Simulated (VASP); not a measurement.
Calculation: PW91 GGA, VASP's PBE PAW potentials (set 64) (plane waves; VASP 6.6.1).

A VASP calculation is set up with these files.

**POSCAR**
```
Rh
1
    0.0000000000     1.9000000000     1.9000000000
    1.9000000000     0.0000000000     1.9000000000
    1.9000000000     1.9000000000     0.0000000000
Rh
1
Direct
  0.0000000000   0.0000000000   0.0000000000
```

KPOINTS:
```
Automatic mesh
0
Gamma
15 15 15
0 0 0
```

INCAR:
```
ALGO = Normal
EDIFF = 1E-6
ENCUT = 400
GGA = 91
ISIF = 2
ISMEAR = 1
LASPH = .TRUE.
LCHARG = .FALSE.
LMAXMIX = 4
LREAL = .FALSE.
LWAVE = .FALSE.
NELM = 100
PREC = Accurate
SIGMA = 0.1
SYSTEM = Rh
```

POTCAR, in this order: Rh_pv (PBE.64 set). Program: vasp_std.

What VASP printed:

OUTCAR:
```
 ion  position               nearest neighbor table
   1  0.000  0.000  0.000-
  LATTYP: Found a face centered cubic cell.
 ALAT       =     3.8000000000
 Subroutine PRICEL returns:
 Original cell was already a primitive cell.
 Subroutine GETGRP returns: Found 48 space group operations
The static configuration has the point symmetry O_h .
The dynamic configuration has the point symmetry O_h .
 Subroutine INISYM returns: Found 48 space group operations
 Subroutine IBZKPT returns following result:
 Found    120 irreducible k-points:

 Following reciprocal coordinates:
            Coordinates               Weight
  0.000000  0.000000  0.000000      1.000000
  0.066667  0.000000  0.000000      8.000000
  0.133333  0.000000  0.000000      8.000000
  0.200000  0.000000  0.000000      8.000000
  0.266667  0.000000  0.000000      8.000000
  0.333333  0.000000  0.000000      8.000000
  0.400000  0.000000  0.000000      8.000000
  0.466667  0.000000  0.000000      8.000000
  0.066667  0.066667  0.000000      6.000000
  0.133333  0.066667  0.000000     24.000000
...
```

### OSZICAR
```
       N       E                     dE             d eps       ncg     rms          rms(c)
DAV:   1     0.951865695020E+02    0.95187E+02   -0.81470E+03  2680   0.120E+03
DAV:   2    -0.659534934863E+01   -0.10178E+03   -0.97271E+02  2718   0.345E+02
DAV:   3    -0.777336978436E+01   -0.11780E+01   -0.11745E+01  3051   0.426E+01
DAV:   4    -0.778027438526E+01   -0.69046E-02   -0.69041E-02  2877   0.335E+00
DAV:   5    -0.778038018310E+01   -0.10580E-03   -0.10580E-03  3021   0.388E-01    0.103E+01
DAV:   6    -0.727743841296E+01    0.50294E+00   -0.11695E+00  2742   0.162E+01    0.352E+00
DAV:   7    -0.725975240007E+01    0.17686E-01   -0.21288E-02  3006   0.188E+00    0.167E+00
DAV:   8    -0.725594907392E+01    0.38033E-02   -0.31951E-03  2730   0.905E-01    0.181E-01
DAV:   9    -0.725584143055E+01    0.10764E-03   -0.65869E-05  3129   0.127E-01    0.207E-02
DAV:  10    -0.725584575925E+01   -0.43287E-05   -0.26862E-06  2709   0.237E-02    0.189E-03
DAV:  11    -0.725584580496E+01   -0.45705E-07   -0.17311E-07  1536   0.605E-03
   1 F= -.72558458E+01 E0= -.72558461E+01  d E =0.825168E-06
```

File OUTCAR:
```
------------------------ aborting loop because EDIFF is reached ----------------------------------------
  FORCE on cell =-STRESS in cart. coord.  units (eV):
  Direction    XX          YY          ZZ          XY          YZ          ZX
  --------------------------------------------------------------------------------------
  Total        0.5610831      0.5610831      0.5610831      0.0000000      0.0000000      0.0000000
  in kB       65.5310258     65.5310258     65.5310258      0.0000000      0.0000000      0.0000000
  external PRESSURE =      65.5310258 kB  Pullay stress =       0.0000000 kB
  volume of cell :       13.72
      direct lattice vectors                 reciprocal lattice vectors
     0.000000000  1.900000000  1.900000000    -0.263157895  0.263157895  0.263157895
     1.900000000  0.000000000  1.900000000     0.263157895 -0.263157895  0.263157895
     1.900000000  1.900000000  0.000000000     0.263157895  0.263157895 -0.263157895
 POSITION                                       TOTAL-FORCE (eV/Angst)
 -----------------------------------------------------------------------------------
      0.00000      0.00000      0.00000         0.000000      0.000000      0.000000
 -----------------------------------------------------------------------------------
    total drift:                                0.000000     -0.000000      0.000000
  FREE ENERGIE OF THE ION-ELECTRON SYSTEM (eV)
  ---------------------------------------------------
  free  energy   TOTEN  =        -7.2558458050 eV

  energy  without entropy=       -7.2558466301  energy(sigma->0) =       -7.25584608
```
(Selected blocks of OUTCAR.)

The compound is Rh in the fcc structure. The cell was not relaxed at this level. The run is one of a series of settings (GGA = 91 against the base run), some of them coarse on purpose.
